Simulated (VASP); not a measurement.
Level of theory: HSE06 screened hybrid, VASP's PBE PAW potentials (set 64) (plane waves; VASP).

The input files of a VASP run:

File POSCAR:
```
Al36CN35
9.3865350
  0.5000000167  -0.8660254309   0.0000000000
  0.5000000167   0.8660254309   0.0000000000
  0.0000000000   0.0000000000   1.0674016147
Al N C
36 35 1
direct
  0.2214762090   0.1106040319   0.2494202115
  0.1101917957   0.2215841790   0.0002509582
  0.2203610746   0.1101427452   0.7505238930
  0.1102963925   0.2216865895   0.4997989686
  0.2214056659   0.4437911508   0.2494034578
  0.1115578788   0.5560450797   0.0000138439
  0.2205966559   0.4431424559   0.7504850636
  0.1114484955   0.5561143673   0.5006458746
  0.2223548488   0.7776739528   0.2494355674
  0.1114331781   0.8885415565   0.9999552540
  0.2221856406   0.7774589922   0.7508795462
  0.1112705773   0.8882189952   0.5006918135
  0.5556365936   0.1103623960   0.2494874821
  0.4442949660   0.2218116684   0.9975784256
  0.5560204213   0.1100669902   0.7505069520
  0.4392584903   0.2130153966   0.5016839713
  0.5563025417   0.4444904904   0.2425257786
  0.4444002113   0.5552059687   0.9976671693
  0.5554187164   0.4439889601   0.7472082686
  0.4395234393   0.5590610702   0.5015355371
  0.5556887733   0.7780277136   0.2494233179
  0.4438846932   0.8883068743   0.0000590968
  0.5560796199   0.7787767894   0.7504710187
  0.4433864441   0.8880739974   0.5007213305
  0.8884460304   0.1108899181   0.2500465560
  0.7779979432   0.2218672994   0.0000859525
  0.8883246526   0.1106239984   0.7499647098
  0.7772290485   0.2219939034   0.4997786696
  0.8896907253   0.4443752194   0.2492119030
  0.7782043889   0.5557240225   0.9975086133
  0.8894829906   0.4433975882   0.7502070402
  0.7864884827   0.5598086838   0.5008303364
  0.8896122906   0.7786866530   0.2491556355
  0.7779726057   0.8893005258   0.0001299308
  0.8894496805   0.7790868537   0.7502212622
  0.7773768047   0.8886206809   0.4997598146
  0.2193713798   0.1083833073   0.4411717988
  0.1107327813   0.2218644957   0.1918652259
  0.2219237199   0.1109241793   0.9420938450
  0.1105726724   0.2217403152   0.6915940562
  0.2195257196   0.4439079711   0.4410979389
  0.1114858052   0.5556213456   0.1910717764
  0.2219937263   0.4440333695   0.9421136187
  0.1111875914   0.5554059127   0.6919593219
  0.2219836717   0.7774919848   0.4418311602
  0.1113966234   0.8888409804   0.1911186514
  0.2222855639   0.7776677128   0.9416256591
  0.1111733152   0.8885791937   0.6920612062
  0.5549381640   0.1084524076   0.4412132069
  0.4439847139   0.2211191156   0.1903981257
  0.5555394306   0.1106739550   0.9420417953
  0.4431614772   0.2200660548   0.6938278116
  0.4439899692   0.5554904662   0.1905560026
  0.5557426571   0.4441826574   0.9404693759
  0.4434165158   0.5558534154   0.6936456143
  0.5550782402   0.7792843629   0.4411690737
  0.4444396203   0.8886023542   0.1911713988
  0.5555041902   0.7775388276   0.9420846652
  0.4441583224   0.8884554973   0.6920313597
  0.8880890948   0.1107270065   0.4418455615
  0.7775999189   0.2222531511   0.1917979238
  0.8885896993   0.1108708723   0.9414325740
  0.7774019249   0.2219635150   0.6916047025
  0.8910490154   0.4442713142   0.4410066061
  0.7793495683   0.5563334211   0.1900450597
  0.8891577007   0.4443398702   0.9418352650
  0.7792342213   0.5561025669   0.6932549091
  0.8910218079   0.7798965226   0.4409921613
  0.7776302470   0.8886951019   0.1917446800
  0.8890370995   0.7779650495   0.9418206580
  0.7773812029   0.8884757770   0.6915216682
  0.5552066615   0.4437701913   0.4461073177
```

### INCAR
```
SYSTEM = Al36CN35
PREC = Normal
ENCUT = 400
EDIFF = 1E-5
NELM = 50
ALGO = Normal
LREAL = Auto
LASPH = .TRUE.
ISMEAR = 0
SIGMA = 0.05
GGA = PE
LWAVE = .FALSE.
LCHARG = .FALSE.
NELMIN = 4
ISYM = 0
NELECT = 286.0
HFSCREEN = 0.2
AEXX = 0.25
LHFCALC = .TRUE.
PRECFOCK = Fast
ISIF = 0
```

**KPOINTS**
```
Automatic mesh
0
G
 1 1 1
0 0 0
```

POTCAR, in this order: Al N C (PBE.64 set). Program: vasp_gam. Read from the step before: WAVECAR.

Output of the run:

### OUTCAR
```
 ion  position               nearest neighbor table
   1  0.221  0.111  0.249-  38 1.89  46 1.89  50 1.90  37 1.92   2 3.08  10 3.08  16 3.09   4 3.09
                            12 3.10  14 3.11  33 3.12  25 3.13   5 3.13   9 3.13  13 3.14  17 3.14
   2  0.110  0.222  0.000-  62 1.90  39 1.90  43 1.90  38 1.92   5 3.08   1 3.08   3 3.08   7 3.08
                            25 3.08  27 3.09  34 3.12  26 3.12  10 3.13   6 3.13  18 3.13  14 3.14
   3  0.220  0.110  0.751-  48 1.89  40 1.89  52 1.90  39 1.92  16 3.06  14 3.07  10 3.08   2 3.08
                            12 3.09   4 3.09  35 3.11  27 3.12   7 3.12  11 3.13  19 3.14  15 3.15
   4  0.110  0.222  0.500-  60 1.90  41 1.90  37 1.90  40 1.92  25 3.08  27 3.09   7 3.09   5 3.09
                             3 3.09   1 3.09  36 3.13  28 3.13  20 3.13  16 3.13   8 3.13  12 3.13
   5  0.221  0.444  0.249-  38 1.89  42 1.89  53 1.90  41 1.92   2 3.08   6 3.08  20 3.09   4 3.09
                             8 3.10  18 3.11  29 3.12  25 3.13   1 3.13   9 3.13  21 3.14  17 3.14
   6  0.112  0.556  0.000-  47 1.89  43 1.90  66 1.90  42 1.91  11 3.08  29 3.08   9 3.08   5 3.08
                             7 3.08  31 3.09  22 3.12  10 3.12  30 3.13  18 3.13   2 3.13  26 3.13
   7  0.221  0.443  0.750-  40 1.89  44 1.90  55 1.90  43 1.92  20 3.06  18 3.07   6 3.08   2 3.08
                             8 3.09   4 3.09  31 3.11  27 3.12   3 3.12  11 3.13  19 3.14  23 3.15
   8  0.111  0.556  0.501-  41 1.89  64 1.89  45 1.89  44 1.92  20 3.07  32 3.07  31 3.08  11 3.09
                             7 3.09   9 3.09  29 3.10   5 3.10  24 3.12  12 3.12   4 3.13  28 3.14
   9  0.222  0.778  0.249-  57 1.90  42 1.90  46 1.90  45 1.93  22 3.08   6 3.08  10 3.08  24 3.09
                             8 3.09  12 3.10  29 3.13  13 3.13  21 3.13  33 3.13   1 3.13   5 3.13
  10  0.111  0.889  1.000-  47 1.89  39 1.90  70 1.90  46 1.92  11 3.08  33 3.08   3 3.08   9 3.08
                             1 3.08  35 3.08   6 3.12  22 3.12  30 3.13  14 3.13   2 3.13  34 3.13
  11  0.222  0.777  0.751-  59 1.90  44 1.90  48 1.90  47 1.91   6 3.08  10 3.08  22 3.08  24 3.08
                             8 3.09  12 3.09  15 3.13  23 3.13  31 3.13   7 3.13  35 3.13   3 3.13
  12  0.111  0.888  0.501-  37 1.89  68 1.89  45 1.89  48 1.92  16 3.06  32 3.07  35 3.08   3 3.09
                            11 3.09   9 3.10  33 3.10   1 3.10  24 3.12   8 3.12   4 3.13  36 3.14
  13  0.556  0.110  0.249-  61 1.89  57 1.90  50 1.90  49 1.92  22 3.08  26 3.08  28 3.09  16 3.09
                            24 3.10  14 3.11  21 3.12  25 3.12   9 3.13  17 3.13  29 3.14   1 3.14
  14  0.444  0.222  0.998-  39 1.89  51 1.89  54 1.90  50 1.93  17 3.05  15 3.07   3 3.07  19 3.09
                             1 3.11  13 3.11  10 3.13  22 3.13  18 3.13  26 3.13  30 3.13   2 3.14
  15  0.556  0.110  0.751-  63 1.89  59 1.89  52 1.90  51 1.92  16 3.07  14 3.07  22 3.08  26 3.08
                            24 3.09  28 3.09  23 3.11  27 3.12  11 3.13  31 3.13  19 3.14   3 3.15
  16  0.439  0.213  0.502-  37 1.89  49 1.89  52 1.93  72 1.96   3 3.06  12 3.06  15 3.07  24 3.07
                             1 3.09  13 3.09  19 3.09   4 3.13  28 3.13  17 3.21  20 3.25  32 3.26
  17  0.556  0.444  0.243-  65 1.89  53 1.89  50 1.89  72 2.04  30 3.05  18 3.05  14 3.05  29 3.13
                            33 3.13  13 3.13  21 3.13   1 3.14   5 3.14  32 3.19  20 3.20  16 3.21
  18  0.444  0.555  0.998-  58 1.89  43 1.89  54 1.90  53 1.93  17 3.05  23 3.07   7 3.07  19 3.09
                            21 3.11   5 3.11   6 3.13  14 3.13  22 3.13  30 3.13  34 3.13   2 3.13
  19  0.555  0.444  0.747-  52 1.90  55 1.90  67 1.90  54 1.94  14 3.09  18 3.09  30 3.09  16 3.09
                            20 3.10  32 3.10  15 3.14  31 3.14   7 3.14   3 3.14  23 3.14  35 3.14
  20  0.440  0.559  0.502-  41 1.89  56 1.89  55 1.93  72 1.96   7 3.06   8 3.07  23 3.07  24 3.07
                             5 3.09  21 3.09  19 3.10   4 3.13  36 3.13  17 3.20  16 3.25  32 3.25
  21  0.556  0.778  0.249-  69 1.89  57 1.90  53 1.90  56 1.92  22 3.08  34 3.08  36 3.09  20 3.09
                            24 3.10  18 3.11  13 3.12  25 3.12   9 3.13  33 3.13  17 3.13   5 3.14
  22  0.444  0.888  0.000-  47 1.89  51 1.90  58 1.90  57 1.91  11 3.08   9 3.08  21 3.08  15 3.08
                            23 3.08  13 3.08   6 3.12  10 3.12  14 3.13  18 3.13  34 3.13  26 3.13
  23  0.556  0.779  0.750-  71 1.89  59 1.89  55 1.90  58 1.92  20 3.07  18 3.07  22 3.08  34 3.08
                            24 3.09  36 3.09  15 3.11  27 3.12  35 3.13  11 3.13  19 3.14   7 3.15
  24  0.443  0.888  0.501-  49 1.89  56 1.89  45 1.89  59 1.92  16 3.07  20 3.07  11 3.08  23 3.09
                            15 3.09   9 3.09  13 3.10  21 3.10   8 3.12  12 3.12  36 3.13  28 3.13
  25  0.888  0.111  0.250-  61 1.90  69 1.90  38 1.90  60 1.92  26 3.08   2 3.08   4 3.08  34 3.08
                            36 3.09  28 3.09  13 3.12  33 3.12  21 3.12  29 3.12   5 3.13   1 3.13
  26  0.778  0.222  0.000-  62 1.89  51 1.90  66 1.90  61 1.92  29 3.08  15 3.08  31 3.08  13 3.08
                            25 3.08  27 3.09   2 3.12  34 3.12  14 3.13  30 3.13  22 3.13   6 3.13
  27  0.888  0.111  0.750-  71 1.90  40 1.90  63 1.90  62 1.92  34 3.09  26 3.09   4 3.09  36 3.09
                             2 3.09  28 3.09  15 3.12  23 3.12  35 3.12  31 3.12   3 3.12   7 3.12
  28  0.777  0.222  0.500-  60 1.90  49 1.90  64 1.90  63 1.92  25 3.09  13 3.09  31 3.09  15 3.09
                            27 3.09  29 3.09   4 3.13  32 3.13  36 3.13  16 3.13  24 3.13   8 3.14
  29  0.890  0.444  0.249-  42 1.89  61 1.90  65 1.90  64 1.92   6 3.08  26 3.08  32 3.09  28 3.09
                             8 3.10  30 3.11   5 3.12  25 3.12   9 3.13  17 3.13  13 3.14  33 3.14
  30  0.778  0.556  0.998-  70 1.89  66 1.89  54 1.90  65 1.93  17 3.05  35 3.07  31 3.07  19 3.09
                            29 3.11  33 3.11  10 3.13   6 3.13  18 3.13  34 3.13  26 3.13  14 3.13
  31  0.889  0.443  0.750-  63 1.89  44 1.89  67 1.90  66 1.92  32 3.07  30 3.07   8 3.08  26 3.08
                             6 3.09  28 3.09   7 3.11  27 3.12  11 3.13  15 3.13  19 3.14  35 3.15
  32  0.786  0.560  0.501-  68 1.89  64 1.89  67 1.93  72 1.96  12 3.07   8 3.07  35 3.07  31 3.07
                            29 3.09  33 3.09  19 3.10  28 3.13  36 3.13  17 3.19  20 3.25  16 3.26
  33  0.890  0.779  0.249-  69 1.89  46 1.89  65 1.90  68 1.92  10 3.08  34 3.08  32 3.09  36 3.09
                            12 3.10  30 3.11   1 3.12  25 3.12   9 3.13  21 3.13  17 3.13  29 3.14
  34  0.778  0.889  0.000-  62 1.89  58 1.90  70 1.90  69 1.92  33 3.08  21 3.08  23 3.08  25 3.08
                            35 3.08  27 3.09   2 3.12  26 3.12  22 3.13  30 3.13  10 3.13  18 3.13
  35  0.889  0.779  0.750-  71 1.89  48 1.89  67 1.90  70 1.92  32 3.07  30 3.07  12 3.08  10 3.08
                            34 3.08  36 3.09   3 3.11  27 3.12  23 3.13  11 3.13  19 3.14  31 3.15
  36  0.777  0.889  0.500-  60 1.90  56 1.90  68 1.90  71 1.92  25 3.09  21 3.09  27 3.09  35 3.09
                            23 3.09  33 3.09   4 3.13  28 3.13  32 3.13  24 3.13  20 3.13  12 3.14
  37  0.219  0.108  0.441-  12 1.89  16 1.89   4 1.90   1 1.92
  38  0.111  0.222  0.192-   5 1.89   1 1.89  25 1.90   2 1.92
...
```

### OSZICAR
```
       N       E                     dE             d eps       ncg     rms          rms(c)
DAV:   1    -0.626780543338E+03   -0.62678E+03   -0.18183E+01   440   0.856E+00    0.506E+01
DAV:   2    -0.627043961825E+03   -0.26342E+00   -0.55793E-01   412   0.184E+00    0.335E+01
DAV:   3    -0.626947821369E+03    0.96140E-01   -0.35778E-01   396   0.130E+00    0.211E+01
DAV:   4    -0.626951624232E+03   -0.38029E-02   -0.12762E-01   400   0.534E-01    0.126E+01
DAV:   5    -0.626936968417E+03    0.14656E-01   -0.46816E-02   424   0.440E-01    0.744E+00
DAV:   6    -0.626939499507E+03   -0.25311E-02   -0.39443E-02   400   0.308E-01    0.431E+00
DAV:   7    -0.626937924764E+03    0.15747E-02   -0.65707E-03   412   0.167E-01    0.252E+00
DAV:   8    -0.626938254903E+03   -0.33014E-03   -0.97229E-03   408   0.128E-01    0.143E+00
DAV:   9    -0.626938198709E+03    0.56194E-04   -0.27766E-03   396   0.804E-02    0.838E-01
DAV:  10    -0.626938067514E+03    0.13120E-03   -0.32195E-03   396   0.715E-02    0.494E-01
DAV:  11    -0.626937982644E+03    0.84870E-04   -0.13278E-03   404   0.525E-02    0.297E-01
DAV:  12    -0.626937757284E+03    0.22536E-03   -0.93086E-04   408   0.501E-02    0.182E-01
DAV:  13    -0.626937644751E+03    0.11253E-03   -0.29099E-04   404   0.316E-02    0.110E-01
DAV:  14    -0.626937550280E+03    0.94471E-04   -0.13553E-04   364   0.210E-02    0.584E-02
DAV:  15    -0.626937566997E+03   -0.16717E-04   -0.25171E-04   336   0.124E-02    0.301E-02
DAV:  16    -0.626937644792E+03   -0.77795E-04   -0.47540E-04   308   0.133E-02    0.429E-02
DAV:  17    -0.626937765618E+03   -0.12083E-03   -0.77012E-04   376   0.206E-02    0.693E-02
DAV:  18    -0.626937881310E+03   -0.11569E-03   -0.96562E-04   396   0.276E-02    0.903E-02
DAV:  19    -0.626937958171E+03   -0.76861E-04   -0.10218E-03   396   0.321E-02    0.103E-01
DAV:  20    -0.626937977481E+03   -0.19310E-04   -0.92118E-04   408   0.338E-02    0.107E-01
DAV:  21    -0.626937940368E+03    0.37112E-04   -0.70969E-04   404   0.326E-02    0.102E-01
DAV:  22    -0.626937864306E+03    0.76063E-04   -0.45286E-04   380   0.297E-02    0.900E-02
DAV:  23    -0.626937776015E+03    0.88290E-04   -0.22364E-04   384   0.250E-02    0.718E-02
DAV:  24    -0.626937702311E+03    0.73705E-04   -0.72312E-05   356   0.185E-02    0.493E-02
DAV:  25    -0.626937662602E+03    0.39708E-04   -0.32616E-05   312   0.119E-02    0.249E-02
DAV:  26    -0.626937665273E+03   -0.26703E-05   -0.99517E-05   244   0.688E-03
   1 F= -.62693767E+03 E0= -.62693767E+03  d E =-.556625E-13
```

### OUTCAR
```
------------------------ aborting loop because EDIFF is reached ----------------------------------------
  volume of cell :      764.49
      direct lattice vectors                 reciprocal lattice vectors
     4.693267657 -8.128978018  0.000000000     0.106535582 -0.061508347  0.000000000
     4.693267657  8.128978018  0.000000000     0.106535582  0.061508347  0.000000000
     0.000000000  0.000000000 10.019202616     0.000000000  0.000000000  0.099808342
  FREE ENERGIE OF THE ION-ELECTRON SYSTEM (eV)
  ---------------------------------------------------
  free  energy   TOTEN  =      -626.9376652725 eV

  energy  without entropy=     -626.9376652725  energy(sigma->0) =     -626.93766527

  exchange ACFDT corr.  =         0.00000000  see jH, gK, PRB 81, 115126
```
(Selected blocks of OUTCAR.)

The cell is charged, with a uniform compensating background. The supercell is sampled at Γ alone, which is coarse: total energies, pressure and levels can be off, energies of defects by several tenths of an eV.

The cell is a supercell with a defect, built from AlN (wurtzite): C_N, charge +1. The cell's shape comes from a PBE relaxation. The run is not spin-polarised, so no state with unpaired spins was tried.
